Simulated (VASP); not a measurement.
An input for Ansatz (written as the equivalent of a VASP run, and not itself run):

Ansatz 0.2 input:
```yaml
crystal:
  lattice:
    - [0.0000000, 2.9566540, 2.9566540]
    - [2.9566540, 0.0000000, 2.9566540]
    - [2.9566540, 2.9566540, 0.0000000]
  atoms:
    - { symbol: Li, position: [0.7500000, 0.7500000, 0.7500000] }
    - { symbol: Li, position: [0.5000000, 0.5000000, 0.5000000] }
kpoints:
  mp_grid: { grid: [8, 8, 8] }
hamiltonian:
  xc: pbe
  pseudopotentials: { kind: paw }
scf:
  occupations: { method: methfessel_paxton, width: 0.1 }
  max_iter: 100
output: { forces: true, stress: true, eigenvalues: true }
```

Question: Write the VASP files for the same calculation (PBE).

Answer: Several could match; the one computed here: 
### INCAR
```
! general
SYSTEM=Li
PREC  =Accurate
ENCUT =520
LREAL =.False.   ! projection in real space or not
LASPH =.True.

! electronic loop
EDIFF =1E-6
NELM  =100
ALGO  =Normal

! smearing
ISMEAR=1
SIGMA =0.1   ! width (eV)

! functional
GGA   =PE

! ions
ISIF  =2   ! forces and stress, cell fixed

! output
LWAVE =.False.
LCHARG=.False.
```

**KPOINTS**
```
Automatic
0
gamma
  8 8 8
```

File POSCAR:
```
Li
1
    0.0000000000     2.9566540000     2.9566540000
    2.9566540000     0.0000000000     2.9566540000
    2.9566540000     2.9566540000     0.0000000000
Li
2
Direct
  0.7500000000   0.7500000000   0.7500000000
  0.5000000000   0.5000000000   0.5000000000
```

POTCAR, in this order: Li_sv (PBE.64 set). Program: vasp_std.

The two are equivalent in intent, not identical: each code has its own PAW files, so the cut-off isn't converted (ENCUT is set for VASP's; basis.ecutwfc is left out, and Ansatz then takes the one that its files recommend); Ansatz stops its SCF on the density residual and VASP on the energy change (EDIFF).

The structure was generated: Li was put into the diamond type (Fd-3m), which need not be its known phase. The cell was not relaxed at this level.
